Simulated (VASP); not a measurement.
Here is a VASP 6.6.1 calculation.

Contents of INCAR:

```
SYSTEM = GaN
ALGO     = Normal         ! electronic algorithm
EDIFF    = 1E-7           ! SCF threshold, eV
EDIFFG   = -0.005         ! ionic threshold
ENCUT    = 600            ! plane-wave cutoff, eV
GGA      = PE             ! functional
IBRION   = 2              ! ionic algorithm
ISIF     = 3              ! what is computed and relaxed
ISMEAR   = 0              ! smearing method
KPAR     = 4            
LASPH    = .True.         ! aspherical terms in the spheres
LCHARG   = .False.        ! write CHGCAR
LREAL    = .False.        ! projectors in reciprocal space
LWAVE    = .False.        ! write WAVECAR
NELM     = 80             ! most SCF steps
NSW      = 90             ! ionic steps
PREC     = Accurate       ! precision mode
SIGMA    = 0.03           ! smearing width, eV
```

Contents of KPOINTS:

```
k-points
0
Gamma
  12 12 5
  0 0 0
```

The input POSCAR:

```
GaN                                     
1.0
    3.2171485817     -0.0000000000     -0.0000000000
   -1.6085742908      2.7861323953      0.0000000000
    0.0000000000      0.0000000000      5.2434746827
  Ga              N             
     2     2
Direct
     0.3333333300000021    0.6666666699999979    0.9992400822020462
     0.6666666699999979    0.3333333300000021    0.4992400822020461
     0.3333333300000021    0.6666666699999979    0.3757599177979539
     0.6666666699999979    0.3333333300000021    0.8757599177979538
```

Potentials or basis: VASP PAW PBE potentials, release 64 (Ga_d, N).

Launch:

```console
$ cat potpaw_PBE.64/Ga_d/POTCAR potpaw_PBE.64/N/POTCAR > POTCAR
$ mpirun -np 4 vasp_std > vasp.out
```

Question: Estimate the relaxed volume.

Answer: 11.76 Å³/atom.

Question: Predict the band gap on the k mesh.

Answer: 1.72 eV, direct.

Question: What does it give for the relaxed cell?

Answer: a = 3.218 Å, b = 3.218 Å, c = 5.244 Å, α = 90.00°, β = 90.00°, γ = 120.00°.

Forces on the atoms (eV/Å):
```
Ga   0.000  0.000 -0.002
Ga   0.000  0.000 -0.002
N    0.000  0.000  0.002
N    0.000  0.000  0.002
```

PBE gaps usually lie below the measured ones, often by a third to a half.
